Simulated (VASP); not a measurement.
Calculation: MS2 meta-GGA, VASP's PBE PAW potentials (set 64) (plane waves; VASP).

VASP ran on this input.

### KPOINTS
```
Automatic mesh
0
Gamma
12 12 9
0 0 0
```

File POSCAR:
```
FePt
1
    2.7200000000     0.0000000000     0.0000000000
    0.0000000000     2.7200000000     0.0000000000
    0.0000000000     0.0000000000     3.7100000000
Fe Pt
1 1
Direct
  0.0000000000   0.0000000000   0.0000000000
  0.5000000000   0.5000000000   0.5000000000
```

**INCAR**
```
SYSTEM=FePt
PREC=Accurate; ENCUT=520; LREAL=.False.
LASPH=.True.
EDIFF=1E-6; NELM=100; ALGO=Normal
LMAXMIX=6; LMIXTAU=.True.
ISMEAR=1; SIGMA=0.1
METAGGA=MS2
MAGMOM=3.0 0.0
ISPIN=2
IBRION=2; NSW=60; ISIF=3
EDIFFG=-0.01
LWAVE=.False.; LCHARG=.False.; LORBIT=10
```

POTCAR, in this order: Fe Pt (PBE.64 set). Program: vasp_std.

The resulting files:

OUTCAR:
```
 ion  position               nearest neighbor table
   1  0.000  0.000  0.000-   2 2.67   2 2.67   2 2.67   2 2.67   2 2.67   2 2.67   2 2.67   2 2.67
  LATTYP: Found a simple tetragonal cell.
 ALAT       =     2.7200000000
 C/A-ratio  =     1.3639705882
 Subroutine PRICEL returns:
 Original cell was already a primitive cell.
 Subroutine GETGRP returns: Found 16 space group operations
The static configuration has the point symmetry D_4h.
The dynamic configuration has the point symmetry D_4h.
The overall configuration has the point symmetry D_4h.
 Subroutine INISYM returns: Found 16 space group operations
 Subroutine IBZKPT returns following result:
 Found    140 irreducible k-points:

 Following reciprocal coordinates:
            Coordinates               Weight
  0.000000  0.000000  0.000000      1.000000
  0.083333  0.000000  0.000000      4.000000
  0.166667  0.000000  0.000000      4.000000
  0.250000  0.000000  0.000000      4.000000
  0.333333  0.000000  0.000000      4.000000
  0.416667  0.000000  0.000000      4.000000
  0.500000  0.000000  0.000000      2.000000
  0.083333  0.083333  0.000000      4.000000
  0.166667  0.083333  0.000000      8.000000
  0.250000  0.083333  0.000000      8.000000
  0.333333  0.083333  0.000000      8.000000
  0.416667  0.083333  0.000000      8.000000
  0.500000  0.083333  0.000000      4.000000
  0.166667  0.166667  0.000000      4.000000
  0.250000  0.166667  0.000000      8.000000
  0.333333  0.166667  0.000000      8.000000
  0.416667  0.166667  0.000000      8.000000
  0.500000  0.166667  0.000000      4.000000
  0.250000  0.250000  0.000000      4.000000
  0.333333  0.250000  0.000000      8.000000
  0.416667  0.250000  0.000000      8.000000
  0.500000  0.250000  0.000000      4.000000
  0.333333  0.333333  0.000000      4.000000
  0.416667  0.333333  0.000000      8.000000
  0.500000  0.333333  0.000000      4.000000
  0.416667  0.416667  0.000000      4.000000
  0.500000  0.416667  0.000000      4.000000
  0.500000  0.500000  0.000000      1.000000
  0.000000  0.000000  0.111111      2.000000
  0.083333  0.000000  0.111111      8.000000
  0.166667  0.000000  0.111111      8.000000
  0.250000  0.000000  0.111111      8.000000
  0.333333  0.000000  0.111111      8.000000
  0.416667  0.000000  0.111111      8.000000
  0.500000  0.000000  0.111111      4.000000
  0.083333  0.083333  0.111111      8.000000
  0.166667  0.083333  0.111111     16.000000
  0.250000  0.083333  0.111111     16.000000
  0.333333  0.083333  0.111111     16.000000
  0.416667  0.083333  0.111111     16.000000
   k-points           NKPTS =    140   k-points in BZ     NKDIM =    140   number of bands    NBANDS=     15
   number of dos      NEDOS =    301   number of ions     NIONS =      2
   total plane-waves  NPLWV =  11200
   dimension x,y,z NGX =    20 NGY =   20 NGZ =   28
   dimension x,y,z NGXF=    40 NGYF=   40 NGZF=   56
   ions per type =               1   1
   PREC   = accura    normal or accurate (medium, high low for compatibility)
   ISTART =      0    job   : 0-new  1-cont  2-samecut
   ICHARG =      2    charge: 1-file 2-atom 10-const
   ISPIN  =      2    spin polarized calculation?
   LNONCOLLINEAR =      F non collinear calculations
   LSORBIT =      F    spin-orbit coupling
   INIWAV =      1    electr: 0-lowe 1-rand  2-diag
   ENCUT  =  520.0 eV  38.22 Ry    6.18 a.u.   5.06  5.06  6.90*2*pi/ulx,y,z
   NELM   =    100;   NELMIN=  2; NELMDL= -5     # of ELM steps
   EDIFF  = 0.1E-05   stopping-criterion for ELM
   LREAL  =      F    real-space projection
   NLSPLINE    = F    spline interpolate recip. space projectors
...
```

OSZICAR:
```
...
       N       E                     dE             d eps       ncg     rms          rms(c)
DAV:   1    -0.824789736098E-01   -0.11284E-03   -0.24201E-03  8575   0.695E-01    0.955E-02
DAV:   2    -0.822688679414E-01    0.21011E-03   -0.33098E-04  9744   0.268E-01    0.654E-02
DAV:   3    -0.823149477849E-01   -0.46080E-04   -0.30990E-05  9785   0.137E-01    0.484E-02
DAV:   4    -0.823154814173E-01   -0.53363E-06   -0.19098E-05 10826   0.122E-01    0.155E-02
DAV:   5    -0.823169070347E-01   -0.14256E-05   -0.44349E-06  7823   0.429E-02    0.134E-02
DAV:   6    -0.823244411233E-01   -0.75341E-05   -0.31777E-06  7200   0.469E-02    0.580E-03
DAV:   7    -0.823318916209E-01   -0.74505E-05   -0.12099E-06  5599   0.160E-02    0.343E-03
DAV:   8    -0.823315714179E-01    0.32020E-06   -0.18984E-07  4214   0.615E-03
   5 F= -.82331571E-01 E0= -.82372914E-01  d E =-.614208E-02  mag=     3.3884
       N       E                     dE             d eps       ncg     rms          rms(c)
DAV:   1    -0.823941315575E-01   -0.62240E-04   -0.96811E-04  8568   0.460E-01    0.610E-02
DAV:   2    -0.823948195259E-01   -0.68797E-06   -0.13948E-04  9625   0.173E-01    0.416E-02
DAV:   3    -0.823798075080E-01    0.15012E-04   -0.12760E-05  9781   0.892E-02    0.305E-02
DAV:   4    -0.823767210591E-01    0.30864E-05   -0.76909E-06 10179   0.775E-02    0.905E-03
DAV:   5    -0.823753401912E-01    0.13809E-05   -0.16357E-06  4671   0.274E-02    0.767E-03
DAV:   6    -0.823711871471E-01    0.41530E-05   -0.92123E-07  4278   0.267E-02    0.352E-03
DAV:   7    -0.823669199215E-01    0.42672E-05   -0.53307E-07  4242   0.101E-02    0.233E-03
DAV:   8    -0.823667694799E-01    0.15044E-06   -0.75642E-08  4214   0.366E-03
   6 F= -.82366769E-01 E0= -.82405270E-01  d E =-.617728E-02  mag=     3.3872
       N       E                     dE             d eps       ncg     rms          rms(c)
DAV:   1    -0.839497851764E-01   -0.15829E-02   -0.74198E-02  9359   0.221E+00    0.234E-01
DAV:   2    -0.834924578044E-01    0.45733E-03   -0.35722E-03 11829   0.137E+00    0.303E-01
DAV:   3    -0.830156867194E-01    0.47677E-03   -0.18809E-03 10864   0.116E+00    0.129E-01
DAV:   4    -0.828798249154E-01    0.13586E-03   -0.37723E-04 11757   0.284E-01    0.601E-02
DAV:   5    -0.829087588293E-01   -0.28934E-04   -0.29295E-05 10976   0.894E-02    0.238E-02
DAV:   6    -0.828965155617E-01    0.12243E-04   -0.68363E-06  9981   0.338E-02    0.201E-02
DAV:   7    -0.829110423715E-01   -0.14527E-04   -0.59318E-06 10398   0.565E-02    0.628E-03
DAV:   8    -0.829098095676E-01    0.12328E-05   -0.65458E-07  4423   0.174E-02    0.256E-03
DAV:   9    -0.829096884613E-01    0.12111E-06   -0.19418E-07  4277   0.669E-03
   7 F= -.82909688E-01 E0= -.82950503E-01  d E =-.542919E-03  mag=     3.3722
       N       E                     dE             d eps       ncg     rms          rms(c)
DAV:   1    -0.846140049664E-01   -0.17042E-02   -0.10257E-01  9359   0.260E+00    0.279E-01
DAV:   2    -0.840647562900E-01    0.54925E-03   -0.52930E-03 11765   0.169E+00    0.377E-01
DAV:   3    -0.833103567934E-01    0.75440E-03   -0.28117E-03 10871   0.142E+00    0.148E-01
DAV:   4    -0.831261516848E-01    0.18421E-03   -0.51169E-04 11695   0.327E-01    0.723E-02
DAV:   5    -0.831601066127E-01   -0.33955E-04   -0.40904E-05 10972   0.107E-01    0.284E-02
DAV:   6    -0.831448838283E-01    0.15223E-04   -0.98801E-06 10018   0.420E-02    0.239E-02
DAV:   7    -0.831613782454E-01   -0.16494E-04   -0.82399E-06 10735   0.670E-02    0.700E-03
DAV:   8    -0.831598114742E-01    0.15668E-05   -0.79853E-07  4453   0.201E-02    0.286E-03
DAV:   9    -0.831594182796E-01    0.39319E-06   -0.23341E-07  4312   0.710E-03
   8 F= -.83159418E-01 E0= -.83234642E-01  d E =-.792649E-03  mag=     3.3561
       N       E                     dE             d eps       ncg     rms          rms(c)
DAV:   1    -0.831625743519E-01   -0.27629E-05   -0.19500E-04  9352   0.114E-01    0.126E-02
DAV:   2    -0.831632678755E-01   -0.69352E-06   -0.11007E-05 10848   0.785E-02    0.174E-02
DAV:   3    -0.831613297087E-01    0.19382E-05   -0.57513E-06  9507   0.643E-02    0.632E-03
DAV:   4    -0.831609411925E-01    0.38852E-06   -0.81985E-07  4403   0.141E-02
   9 F= -.83160941E-01 E0= -.83236256E-01  d E =-.794172E-03  mag=     3.3566
       N       E                     dE             d eps       ncg     rms          rms(c)
DAV:   1    -0.831609207182E-01    0.40899E-06   -0.14157E-04  9401   0.978E-02    0.109E-02
DAV:   2    -0.831617082786E-01   -0.78756E-06   -0.78113E-06 10651   0.668E-02
  10 F= -.83161708E-01 E0= -.83234848E-01  d E =-.794939E-03  mag=     3.3570
       N       E                     dE             d eps       ncg     rms          rms(c)
DAV:   1    -0.849664883735E-01   -0.18056E-02   -0.45054E-02  8785   0.301E+00    0.400E-01
DAV:   2    -0.831873057477E-01    0.17792E-02   -0.56000E-03  9702   0.119E+00    0.280E-01
DAV:   3    -0.833013238714E-01   -0.11402E-03   -0.88592E-04  9904   0.778E-01    0.228E-01
DAV:   4    -0.831699013897E-01    0.13142E-03   -0.49254E-04 10806   0.603E-01    0.659E-02
DAV:   5    -0.831498432842E-01    0.20058E-04   -0.75717E-05 11451   0.164E-01    0.532E-02
DAV:   6    -0.831158895060E-01    0.33954E-04   -0.43342E-05 11832   0.174E-01    0.196E-02
DAV:   7    -0.830983445733E-01    0.17545E-04   -0.11757E-05  8932   0.524E-02    0.115E-02
DAV:   8    -0.831006430535E-01   -0.22985E-05   -0.25016E-06  7414   0.384E-02    0.319E-03
DAV:   9    -0.830989962899E-01    0.16468E-05   -0.16103E-07  4284   0.542E-03    0.889E-04
DAV:  10    -0.830992979868E-01   -0.30170E-06   -0.33011E-08  4270   0.233E-03
  11 F= -.83099298E-01 E0= -.83185379E-01  d E =0.624103E-04  mag=     3.3477
       N       E                     dE             d eps       ncg     rms          rms(c)
DAV:   1    -0.838409018659E-01   -0.74191E-03   -0.12592E-02  8785   0.161E+00    0.211E-01
DAV:   2    -0.830675515429E-01    0.77335E-03   -0.15783E-03  9674   0.636E-01    0.150E-01
DAV:   3    -0.832047431863E-01   -0.13719E-03   -0.25476E-04  9862   0.418E-01    0.122E-01
DAV:   4    -0.831830884517E-01    0.21655E-04   -0.14065E-04 10870   0.323E-01    0.351E-02
DAV:   5    -0.831790284765E-01    0.40600E-05   -0.21474E-05 11452   0.877E-02    0.285E-02
DAV:   6    -0.831931454445E-01   -0.14117E-04   -0.12354E-05 10940   0.934E-02    0.103E-02
DAV:   7    -0.832038708149E-01   -0.10725E-04   -0.34330E-06  8503   0.282E-02    0.609E-03
DAV:   8    -0.832019136742E-01    0.19571E-05   -0.68663E-07  4295   0.199E-02    0.179E-03
DAV:   9    -0.832031892928E-01   -0.12756E-05   -0.94699E-08  4270   0.359E-03    0.481E-04
DAV:  10    -0.832028417208E-01    0.34757E-06   -0.13347E-08  4249   0.135E-03
  12 F= -.83202842E-01 E0= -.83283383E-01  d E =-.411334E-04  mag=     3.3526
       N       E                     dE             d eps       ncg     rms          rms(c)
DAV:   1    -0.833377634863E-01   -0.13457E-03   -0.24125E-03  8771   0.706E-01    0.926E-02
DAV:   2    -0.831448901690E-01    0.19287E-03   -0.30275E-04  9730   0.277E-01    0.655E-02
DAV:   3    -0.831882307616E-01   -0.43341E-04   -0.47687E-05  9911   0.181E-01    0.532E-02
DAV:   4    -0.831867329296E-01    0.14978E-05   -0.26661E-05 10821   0.141E-01    0.153E-02
DAV:   5    -0.831861691513E-01    0.56378E-06   -0.37784E-06  6958   0.389E-02
  13 F= -.83186169E-01 E0= -.83262864E-01  d E =-.244609E-04  mag=     3.3551
       N       E                     dE             d eps       ncg     rms          rms(c)
DAV:   1    -0.832220285824E-01   -0.35296E-04   -0.63184E-04  8869   0.338E-01    0.469E-02
DAV:   2    -0.831548867802E-01    0.67142E-04   -0.73848E-05  9828   0.135E-01    0.328E-02
DAV:   3    -0.831738942272E-01   -0.19007E-04   -0.11012E-05  9824   0.851E-02    0.268E-02
DAV:   4    -0.831749442434E-01   -0.10500E-05   -0.64871E-06  9954   0.699E-02    0.860E-03
DAV:   5    -0.831754948595E-01   -0.55062E-06   -0.10220E-06  4336   0.202E-02
  14 F= -.83175495E-01 E0= -.83250460E-01  d E =-.137866E-04  mag=     3.3561
```

OUTCAR:
```
------------------------ aborting loop because EDIFF is reached ----------------------------------------
  FORCE on cell =-STRESS in cart. coord.  units (eV):
  Direction    XX          YY          ZZ          XY          YZ          ZX
  --------------------------------------------------------------------------------------
  Total        0.0064588      0.0064588      0.0023688      0.0000000      0.0000000      0.0000000
  in kB        0.3834602      0.3834602      0.1406356      0.0000000      0.0000000      0.0000000
  external PRESSURE =       0.3025187 kB  Pullay stress =       0.0000000 kB
  volume of cell :       26.99
      direct lattice vectors                 reciprocal lattice vectors
     2.693454496 -0.000000000 -0.000000000     0.371270427 -0.000000000 -0.000000000
    -0.000000000  2.693454496 -0.000000000    -0.000000000  0.371270427 -0.000000000
     0.000000000  0.000000000  3.719845235     0.000000000  0.000000000  0.268828389
 POSITION                                       TOTAL-FORCE (eV/Angst)
 -----------------------------------------------------------------------------------
      0.00000      0.00000     -0.00000        -0.000000     -0.000000      0.000000
      1.34673      1.34673      1.85992         0.000000      0.000000      0.000000
 -----------------------------------------------------------------------------------
    total drift:                               -0.000000      0.000000      0.000000
  FREE ENERGIE OF THE ION-ELECTRON SYSTEM (eV)
  ---------------------------------------------------
  free  energy   TOTEN  =        -0.0831754949 eV

  energy  without entropy=       -0.0834003898  energy(sigma->0) =       -0.08325046

 total charge

# of ion       s       p       d       tot
------------------------------------------
    1        0.439   0.503   6.093   7.035
    2        0.690   0.709   8.075   9.474
--------------------------------------------------
tot          1.129   1.212  14.167  16.508

 magnetization (x)

# of ion       s       p       d       tot
------------------------------------------
    1        0.013  -0.007   3.052   3.058
    2       -0.028  -0.072   0.382   0.282
--------------------------------------------------
tot         -0.015  -0.079   3.434   3.340

 reached required accuracy - stopping structural energy minimisation
```
(Selected blocks of OUTCAR.)

### CONTCAR
```
FePt
   1.00000000000000
     2.6934544961049069   -0.0000000000000000   -0.0000000000000000
    -0.0000000000000000    2.6934544961049069   -0.0000000000000000
     0.0000000000000000    0.0000000000000000    3.7198452349857560
  Fe              Pt
     1     1
Direct
     0.0000000000000000    0.0000000000000000    0.0000000000000000
     0.5000000000000000    0.5000000000000000    0.5000000000000000
```

The compound is FePt in the L1_0 structure. This run relaxes it. Symmetry was kept, so distortions that lower it aren't found.
